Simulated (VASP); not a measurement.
Here is a VASP 6.6.1 calculation.

File INCAR:

```
SYSTEM = Sn
  PREC = Accurate
  ENCUT = 600
  EDIFF = 1E-6
  ISMEAR = 0
  SIGMA = 0.03
  LREAL = .FALSE.
  LASPH = .TRUE.
  NELM = 80
  ALGO = Normal
  ISIF = 3
  LWAVE = .FALSE.
  LCHARG = .FALSE.
  GGA = PS
  IBRION = 2
  NSW = 90
  EDIFFG = -0.01
  KPAR = 4
```

File KPOINTS:

```
Automatic mesh
0
G
  10 10 10
  0 0 0
```

POSCAR

```
Sn
1.0
    0.0000000000      3.2333428000      3.2333428000
    3.2333428000      0.0000000000      3.2333428000
    3.2333428000      3.2333428000      0.0000000000
Sn
2
Direct
    0.0000000000      0.0000000000      0.0000000000
    0.2500000000      0.2500000000      0.2500000000
```

Potentials or basis: VASP PAW PBE potentials, release 64 (Sn_d).

Run with:

```sh
$ cat potpaw_PBE.64/Sn_d/POTCAR > POTCAR
$ mpirun -np 4 vasp_std > vasp.out
```

**Question.** Estimate the band gap on the k mesh.

**Answer.** None (metal or under the smearing width).

**Question.** What does it give for the space group after relaxing (to 0.05 Å)?

**Answer.** Fd-3m (No. 227).

**Question.** What does it give for the relaxed cell?

**Answer.** a = 4.622 Å, b = 4.622 Å, c = 4.622 Å, α = 60.00°, β = 60.00°, γ = 60.00°.

**Question.** Predict the relaxed volume.

**Answer.** 34.92 Å³/atom.

Final structure:
```yaml
crystal:
  lattice:
    - [0.00000, 3.26858, 3.26858]
    - [3.26858, 0.00000, 3.26858]
    - [3.26858, 3.26858, 0.00000]
  atoms:
    - { symbol: Sn, position: [0.00000, 0.00000, 0.00000] }
    - { symbol: Sn, position: [0.25000, 0.25000, 0.25000] }
```

Caveat: the PAW data sets were made with another functional, which shifts forces and pressure a little. Zero-point motion and thermal expansion aren't in these numbers.
